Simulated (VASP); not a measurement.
Given:

```
BeTe
1.0
    0.00000     2.81123     2.81123
    2.81123     0.00000     2.81123
    2.81123     2.81123     0.00000
Be Te
1 1
Direct
  0.00000   0.00000   0.00000
  0.25000   0.25000   0.25000
```

Level of theory: AM05 GGA, VASP's PBE PAW potentials (set 64) (plane waves; VASP 6.6.1). Run with 520 eV cut-off, Gaussian smearing of 0.050 eV, potentials Be Te.

Unless said otherwise, spin-orbit coupling is left out, though it shifts the bands of the heavy elements here.

**Question.** Give the energies of bands 2 to 7 at the high-symmetry points, in eV from the valence-band maximum.

**Answer.** 
| band | Γ | X | U | L | W |
|---|---|---|---|---|---|
| 2 | 0.00 | -5.14 | -4.78 | -5.58 | -4.60 |
| 3 | 0.00 | -2.67 | -3.93 | -1.15 | -3.74 |
| 4 | 0.00 | -2.67 | -2.26 | -1.15 | -3.25 |
| 5 | 3.59 | 1.92 | 2.67 | 3.08 | 5.25 |
| 6 | 3.59 | 2.66 | 5.25 | 4.56 | 5.53 |
| 7 | 3.59 | 9.73 | 7.88 | 4.56 | 5.53 |

The gap is indirect, 1.92 eV, from the valence maximum at Γ to the conduction minimum at X.

Measured: gap 2.80 eV (computed value off by -0.88 eV), as given by Das et al., (2018), arXiv:1807.05623.

The compound is BeTe in the zinc blende structure. It was relaxed first.
